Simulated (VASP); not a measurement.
The input files of a VASP run:

**INCAR**
```
! general
SYSTEM   =  Cu3Au
PREC     =  Accurate
ENCUT    =  520   ! plane-wave cut-off (eV)
LREAL    =  .False.   ! projection in real space or not
LASPH    =  .True.   ! aspherical one-centre terms

! electronic loop
EDIFF    =  1E-7
NELM     =  100   ! most electronic steps
ALGO     =  Normal
LMAXMIX  =  6   ! l cut-off of mixed one-centre charges

! smearing
ISMEAR   =  -5

! functional
GGA      =  PE

! ions
ISIF     =  2   ! forces and stress, cell fixed

! output
LWAVE    =  .False.
LCHARG   =  .True.
LORBIT   =  11
NEDOS    =  601

! other
LEFG     =  .True.
```

**KPOINTS**
```
Automatic mesh
0
Gamma
9 9 9
0 0 0
```

**POSCAR**
```
Cu3Au
1
    3.7806845092    -0.0000000000     0.0000000000
    0.0000000000     3.7806845092     0.0000000000
    0.0000000000     0.0000000000     3.7806845092
Cu Au
3 1
Direct
  0.0000000000   0.5000000000   0.5000000000
  0.5000000000   0.0000000000   0.5000000000
  0.5000000000   0.5000000000   0.0000000000
  0.0000000000   0.0000000000   0.0000000000
```

POTCAR, in this order: Cu Au (PBE.64 set). Program: vasp_std.

Q: Write an equivalent input for Quantum ESPRESSO's pw.x.

A: One equivalent input (not run):
```
&CONTROL
  calculation = 'scf'
  pseudo_dir = './pseudo'
  outdir = './out'
  tprnfor = .true.
  tstress = .true.
/
&SYSTEM
  ibrav = 0
  nat = 4
  ntyp = 2
  ecutwfc = 92
  occupations = 'tetrahedra'
  input_dft = 'pbe'
/
&ELECTRONS
  conv_thr = 7.3e-09
  electron_maxstep = 100
/
ATOMIC_SPECIES
  Cu 63.546 Cu.upf
  Au 196.967 Au.upf
CELL_PARAMETERS angstrom
     3.7806845   -0.0000000    0.0000000
     0.0000000    3.7806845    0.0000000
     0.0000000    0.0000000    3.7806845
ATOMIC_POSITIONS crystal
  Cu   0.0000000  0.5000000  0.5000000
  Cu   0.5000000  0.0000000  0.5000000
  Cu   0.5000000  0.5000000  0.0000000
  Au   0.0000000  0.0000000  0.0000000
K_POINTS automatic
  9 9 9 0 0 0
```
The two are equivalent in intent, not identical: the potentials are each code's own (VASP's PAW set, PseudoDojo norm-conserving files in pw.x), so ENCUT and ecutwfc are chosen apart and not converted; conv_thr bounds pw.x's estimated SCF error, while EDIFF bounds the energy change between steps; the field gradients of LEFG aren't asked of the other code.

The compound is Cu3Au in the L1_2 structure. It was relaxed first.
